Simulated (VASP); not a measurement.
A VASP calculation is set up with these files.

KPOINTS:
```
Automatic mesh
0
Gamma
11 11 11
0 0 0
```

### POSCAR
```
As
4.1327330
  0.8905399889  -0.4549047809   0.0000000000
  0.8905399889   0.4549047809   0.0000000000
  0.6581659159   0.0000000000   0.7528727358
As
2
direct
  0.2270000000   0.2270000000   0.2270000000
  0.7730000000   0.7730000000   0.7730000000
```

INCAR:
```
PREC = Accurate
NELM = 100   ! most electronic steps
ENCUT = 400
LCHARG = .FALSE.
ISMEAR = 1
ALGO = Normal
GGA = PE   ! PBE
SIGMA = 0.1   ! width (eV)
SYSTEM = As
LSORBIT = .TRUE.
ISIF = 2
LREAL = .FALSE.   ! projection in real space or not
LASPH = .TRUE.
MAGMOM = 0 0 0 0 0 0
LMAXMIX = 4
EDIFF = 1E-6   ! SCF stop (eV)
LWAVE = .FALSE.
GGA_COMPAT = .FALSE.
```

POTCAR, in this order: As (PBE.64 set). Program: vasp_ncl.

Task: Write an equivalent input for Ansatz.

Result: One equivalent input (not run):
Ansatz 0.2 input:
```yaml
crystal:
  lattice:
    - [3.6803640, -1.8800000, 0.0000000]
    - [3.6803640, 1.8800000, 0.0000000]
    - [2.7200240, 0.0000000, 3.1114220]
  atoms:
    - { symbol: As, position: [0.2270000, 0.2270000, 0.2270000] }
    - { symbol: As, position: [0.7730000, 0.7730000, 0.7730000] }
kpoints:
  mp_grid: { grid: [11, 11, 11] }
hamiltonian:
  xc: pbe
  pseudopotentials: { kind: paw }
magnetization: { noncollinear: true, spin_orbit: true }
scf:
  occupations: { method: methfessel_paxton, width: 0.1 }
  max_iter: 100
output: { forces: true, stress: true, eigenvalues: true }
```
What does not carry over: each code has its own PAW files, so the cut-off isn't converted (ENCUT is set for VASP's; basis.ecutwfc is left out, and Ansatz then takes the one that its files recommend); Ansatz stops its SCF on the density residual and VASP on the energy change (EDIFF).

The compound is As in the a7 structure. The cell was not relaxed at this level. The run is one of a series of settings (GGA_COMPAT = .FALSE., LSORBIT = .TRUE., MAGMOM = 0 0 0 0 0 0, program vasp_ncl against the base run), some of them coarse on purpose.
